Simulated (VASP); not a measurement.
Method: optB86b-vdW, VASP's PBE PAW potentials (set 64) (plane waves; VASP).

The input files of a VASP run:

**INCAR**
```
SYSTEM = GdN
PREC = Accurate
ENCUT = 520
EDIFF = 1E-7
NELM = 100
ALGO = Normal
LREAL = .FALSE.
LASPH = .TRUE.
ISMEAR = -5
GGA = MK
PARAM1 = 0.1234
PARAM2 = 1.0
LUSE_VDW = .TRUE.
AGGAC = 0.0
LMAXMIX = 6
LWAVE = .FALSE.
LCHARG = .TRUE.
LORBIT = 11
NEDOS = 601
ISIF = 2
```

### POSCAR
```
GdN
3.5019690
  0.0000000000   0.7071066869   0.7071066869
  0.7071066869   0.0000000000   0.7071066869
  0.7071066869   0.7071066869   0.0000000000
Gd N
1 1
Cart
  0.0000000000   0.0000000000   0.0000000000
  0.7071066869   0.7071066869   0.7071066869
```

**KPOINTS**
```
kpoints
0
Gamma
  14 14 14
```

POTCAR, in this order: Gd_3 N (PBE.64 set). Program: vasp_std.

What VASP printed:

**OUTCAR**
```
 ion  position               nearest neighbor table
   1  0.000  0.000  0.000-   2 2.48   2 2.48   2 2.48   2 2.48   2 2.48   2 2.48
   2  0.500  0.500  0.500-   1 2.48   1 2.48   1 2.48   1 2.48   1 2.48   1 2.48
  LATTYP: Found a face centered cubic cell.
 ALAT       =     4.9525313946
 Subroutine PRICEL returns:
 Original cell was already a primitive cell.
 Subroutine GETGRP returns: Found 48 space group operations
The static configuration has the point symmetry O_h .
The dynamic configuration has the point symmetry O_h .
 Subroutine INISYM returns: Found 48 space group operations
 Subroutine IBZKPT returns following result:
 Found    104 irreducible k-points:

 Following reciprocal coordinates:
            Coordinates               Weight
  0.000000  0.000000  0.000000      1.000000
  0.071429  0.000000  0.000000      8.000000
  0.142857  0.000000  0.000000      8.000000
  0.214286  0.000000  0.000000      8.000000
  0.285714  0.000000  0.000000      8.000000
  0.357143  0.000000  0.000000      8.000000
  0.428571  0.000000  0.000000      8.000000
  0.500000  0.000000  0.000000      4.000000
  0.071429  0.071429  0.000000      6.000000
  0.142857  0.071429  0.000000     24.000000
  0.214286  0.071429  0.000000     24.000000
  0.285714  0.071429  0.000000     24.000000
  0.357143  0.071429  0.000000     24.000000
  0.428571  0.071429  0.000000     24.000000
  0.500000  0.071429  0.000000     24.000000
 -0.428571  0.071429  0.000000     24.000000
 -0.357143  0.071429  0.000000     24.000000
 -0.285714  0.071429  0.000000     24.000000
 -0.214286  0.071429  0.000000     24.000000
 -0.142857  0.071429  0.000000     24.000000
 -0.071429  0.071429  0.000000     12.000000
  0.142857  0.142857  0.000000      6.000000
  0.214286  0.142857  0.000000     24.000000
  0.285714  0.142857  0.000000     24.000000
...
```

OSZICAR:
```
       N       E                     dE             d eps       ncg     rms          rms(c)
DAV:   1     0.489134827242E+02    0.48913E+02   -0.68043E+03  2288   0.117E+03
DAV:   2    -0.123387130779E+02   -0.61252E+02   -0.57598E+02  3186   0.239E+02
DAV:   3    -0.149818552408E+02   -0.26431E+01   -0.26227E+01  2988   0.416E+01
DAV:   4    -0.150145153752E+02   -0.32660E-01   -0.32606E-01  2810   0.431E+00
DAV:   5    -0.150150688465E+02   -0.55347E-03   -0.55327E-03  3130   0.459E-01    0.277E+01
DAV:   6    -0.128790041543E+02    0.21361E+01   -0.19289E+01  2666   0.266E+01    0.253E+01
DAV:   7    -0.126844871551E+02    0.19452E+00   -0.14860E+00  2651   0.799E+00    0.173E+01
DAV:   8    -0.126865395268E+02   -0.20524E-02   -0.13579E-01  2521   0.382E+00    0.579E+00
DAV:   9    -0.126810923373E+02    0.54472E-02   -0.17764E-02  2789   0.106E+00    0.454E-01
DAV:  10    -0.126813704054E+02   -0.27807E-03   -0.63280E-04  3156   0.224E-01    0.377E-01
DAV:  11    -0.126813364202E+02    0.33985E-04   -0.16509E-04  2813   0.867E-02    0.239E-02
DAV:  12    -0.126813382853E+02   -0.18651E-05   -0.58562E-06  2757   0.237E-02    0.120E-02
DAV:  13    -0.126813375673E+02    0.71800E-06   -0.15093E-06  3191   0.818E-03    0.280E-03
DAV:  14    -0.126813376192E+02   -0.51910E-07   -0.47190E-08  1825   0.223E-03
   1 F= -.12681338E+02 E0= -.12681338E+02  d E =0.000000E+00
```

### OUTCAR
```
------------------------ aborting loop because EDIFF is reached ----------------------------------------
  FORCE on cell =-STRESS in cart. coord.  units (eV):
  Direction    XX          YY          ZZ          XY          YZ          ZX
  --------------------------------------------------------------------------------------
  Total       -0.0051281     -0.0051281     -0.0051281      0.0000000     -0.0000000      0.0000000
  in kB       -0.2705501     -0.2705501     -0.2705501      0.0000000     -0.0000000      0.0000000
  external PRESSURE =      -0.2705501 kB  Pullay stress =       0.0000000 kB
  volume of cell :       30.37
      direct lattice vectors                 reciprocal lattice vectors
     0.000000000  2.476265697  2.476265697    -0.201916943  0.201916943  0.201916943
     2.476265697  0.000000000  2.476265697     0.201916943 -0.201916943  0.201916943
     2.476265697  2.476265697  0.000000000     0.201916943  0.201916943 -0.201916943
 POSITION                                       TOTAL-FORCE (eV/Angst)
 -----------------------------------------------------------------------------------
      0.00000      0.00000      0.00000        -0.000000      0.000000      0.000000
      2.47627      2.47627      2.47627         0.000000     -0.000000     -0.000000
 -----------------------------------------------------------------------------------
    total drift:                                0.000000      0.000000      0.000000
  FREE ENERGIE OF THE ION-ELECTRON SYSTEM (eV)
  ---------------------------------------------------
  free  energy   TOTEN  =       -12.6813376192 eV

  energy  without entropy=      -12.6813376192  energy(sigma->0) =      -12.68133762

 total charge

# of ion       s       p       d       tot
------------------------------------------
    1        0.260   6.620   1.291   8.171
    2        1.245   2.403   0.000   3.648
--------------------------------------------------
tot          1.506   9.023   1.291  11.819
```
(Selected blocks of OUTCAR.)

### OUTCAR
```
 val. band max:        3.9917593136   @ k =   0.0000   0.0000   0.0000

 cond. band min:       3.9347046184   @ k =   0.5000   0.5000   0.0000


 Fermi energy:         3.9732606914

 k-point     1 :       0.0000    0.0000    0.0000
  band No.  band energies     occupation
      1     -15.7132      2.00000
      2     -15.7132      2.00000
      3     -15.7132      2.00000
      4      -8.8588      2.00000
      5       3.9918      1.99610
      6       3.9918      1.96418
      7       3.9918      1.96418
      8       6.9922      0.00000
      9       6.9922      0.00000
     10       6.9922      0.00000
     11       7.8584      0.00000

 k-point     2 :       0.0714    0.0000    0.0000
  band No.  band energies     occupation
      1     -15.7949      2.00000
      2     -15.7183      2.00000
      3     -15.7183      2.00000
      4      -8.7521      2.00000
      5       3.6348      2.00002
      6       3.7962      2.00342
      7       3.7962      2.00342
      8       7.0396      0.00000
      9       7.1288      0.00000
     10       7.1288      0.00000
     11       8.1905      0.00000

 k-point     3 :       0.1429    0.0000    0.0000
  band No.  band energies     occupation
      1     -16.0124      2.00000
      2     -15.7327      2.00000
      3     -15.7327      2.00000
      4      -8.4627      2.00000
      5       2.8426      2.00000
      6       3.3345      2.00000
      7       3.3345      2.00000
      8       7.1504      0.00000
      9       7.5074      0.00000
     10       7.5074      0.00000
     11       8.9921      0.00000

 k-point     4 :       0.2143    0.0000    0.0000
  band No.  band energies     occupation
      1     -16.3024      2.00000
      2     -15.7532      2.00000
      3     -15.7532      2.00000
      4      -8.0630      2.00000
      5       1.9521      2.00000
      6       2.8022      2.00000
      7       2.8022      2.00000
      8       7.3913      0.00000
      9       8.0836      0.00000
...
```

The 4f electrons are frozen in the core of the lanthanide potential, so 4f levels, which can set the real gap, and their magnetism are missing. For a metal the tetrahedron method with Blöchl corrections gives inexact stress and forces.

The compound is GdN in the rock salt structure. It was relaxed first.
